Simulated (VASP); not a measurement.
Input for VASP

INCAR:
```
ENCUT  =  300   # plane-wave cut-off (eV)
ALGO  =  Normal
ISMEAR  =  -1   # Fermi-Dirac
EDIFF  =  1E-6
LCHARG  =  .False.
SIGMA  =  0.136
LREAL  =  .False.   # projection in real space or not
PREC  =  Accurate
LMAXMIX  =  4   # l cut-off of mixed one-centre charges
SYSTEM  =  SiRh
LWAVE  =  .False.
LASPH  =  .True.
NELM  =  100   # most electronic steps
ISIF  =  2
```

File KPOINTS:
```
Automatic mesh
0
Gamma
4 7 4
0 0 0
```

File POSCAR:
```
SiRh
1
    5.6667140000     0.0000000000     0.0000000000
    0.0000000000     3.1537850000     0.0000000000
    0.0000000000     0.0000000000     6.5242690000
Si Rh
4 4
Direct
  0.1838800000   0.2500000000   0.4435700000
  0.8161200000   0.7500000000   0.5564300000
  0.3161200000   0.7500000000   0.9435700000
  0.6838800000   0.2500000000   0.0564300000
  0.0021000000   0.2500000000   0.7972500000
  0.9979000000   0.7500000000   0.2027500000
  0.4979000000   0.7500000000   0.2972500000
  0.5021000000   0.2500000000   0.7027500000
```

POTCAR, in this order: Si Rh_pv (LDA.64 set). Program: vasp_std.

Problem. Translate this LDA calculation to Ansatz.

Solution. One equivalent input (not run):
Ansatz 0.2 input:
```yaml
crystal:
  lattice:
    - [5.6667140, 0.0000000, 0.0000000]
    - [0.0000000, 3.1537850, 0.0000000]
    - [0.0000000, 0.0000000, 6.5242690]
  atoms:
    - { symbol: Si, position: [0.1838800, 0.2500000, 0.4435700] }
    - { symbol: Si, position: [0.8161200, 0.7500000, 0.5564300] }
    - { symbol: Si, position: [0.3161200, 0.7500000, 0.9435700] }
    - { symbol: Si, position: [0.6838800, 0.2500000, 0.0564300] }
    - { symbol: Rh, position: [0.0021000, 0.2500000, 0.7972500] }
    - { symbol: Rh, position: [0.9979000, 0.7500000, 0.2027500] }
    - { symbol: Rh, position: [0.4979000, 0.7500000, 0.2972500] }
    - { symbol: Rh, position: [0.5021000, 0.2500000, 0.7027500] }
kpoints:
  mp_grid: { grid: [4, 7, 4] }
hamiltonian:
  xc: lda
  pseudopotentials: { kind: paw }
scf:
  occupations: { method: fermi_dirac, width: 0.136 }
  max_iter: 100
output: { forces: true, stress: true, eigenvalues: true }
```
The two are equivalent in intent, not identical: each code has its own PAW files, so the cut-off isn't converted (ENCUT is set for VASP's; basis.ecutwfc is left out, and Ansatz then takes the one that its files recommend); Ansatz stops its SCF on the density residual and VASP on the energy change (EDIFF); Ansatz's lda is the Perdew-Wang form, while the LDA potentials of VASP carry Perdew-Zunger's.

The structure comes from a computed database's SiRh entry; how it stands against other phases isn't given here. The cell was not relaxed at this level.
